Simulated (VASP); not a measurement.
# Ni3Cl4: single point with PBE

Crystal: Ni3Cl4.

```
Ni Cl
1.0
     3.52333   -4.88247    0.00000
     3.52333    4.88247    0.00000
     0.00000    0.00000    3.53106
Ni Cl
3 4
Direct
  0.50000 0.50000 0.00000
  0.00000 0.50000 0.50000
  0.50000 0.00000 0.50000
  0.24917 0.75083 0.00000
  0.75083 0.24917 0.00000
  0.26568 0.26568 0.50000
  0.73432 0.73432 0.50000
```

The cell comes from a database or a generator and needn't be the stable form of this composition.

```
Program             : VASP 6.6.1
Task                : single point
Functional          : PBE
Potentials or basis : VASP PAW PBE potentials, release 64 (Ni, Cl)
Cutoff              : 520 eV
k mesh              : 5 × 5 × 8
Occupations         : fermi-dirac, width 0.05 eV
Spin                : collinear spin, ferromagnetic start
Starting moments    : [1.0, 1.0, 1.0, 0.0, 0.0, 0.0, 0.0] μB
```

```
Pressure                                              : 0.9 GPa
Largest force                                         : 0.029 eV/Å
Band gap on the k mesh                                : none (metal or under the smearing width)
Net moment                                            : 4.00 μB per cell
Site moments                                          : Ni +1.26, +1.06; Cl +0.12, +0.13 μB
Valence electrons inside the program's atomic spheres : Ni 8.95; Cl 5.09, 5.10
```

Forces in eV/Å, atoms in the order of the input:
```
Ni   0.000  0.000  0.000
Ni   0.000  0.000  0.000
Ni   0.000  0.000  0.000
Cl   0.000  0.029  0.000
Cl   0.000 -0.029  0.000
Cl   0.026  0.000  0.000
Cl  -0.026  0.000  0.000
```

Stress tensor (GPa, compression positive):
```
1.04 0.00 0.00
0.00 1.13 0.00
0.00 0.00 0.56
```

Levels at points of the mesh, in eV from the Fermi level:
Spin up:
```csv
k point,band 28,band 29,band 30,band 31,band 32,band 33,band 34,band 35
"(0.00, 0.00, 0.00)",-1.13,-0.93,-0.40,-0.18,1.05,2.97,3.58,4.01
"(0.00, 0.00, 0.50)",-1.34,-1.32,-1.31,-0.46,3.99,4.47,5.18,5.53
```
Spin down:
```tsv
k point	band 24	band 25	band 26	band 27	band 28	band 29	band 30	band 31
(0.00, 0.00, 0.00)	-0.77	-0.71	-0.71	-0.44	0.33	0.39	1.07	1.24
(0.00, 0.00, 0.50)	-0.72	-0.69	-0.23	-0.15	-0.15	-0.13	0.31	1.04
```

It took 5.1 min on 1 thread of Intel(R) Xeon(R) 6975P-C (Granite Rapids) (shared host), peak memory 0.49 GiB.

Caveat: semilocal functionals often make such compounds metallic where correlation or magnetic order opens a gap, which also shifts bond lengths. With open d or f shells a metallic result of PBE can be an artefact of self-interaction; +U or a hybrid may open a gap.
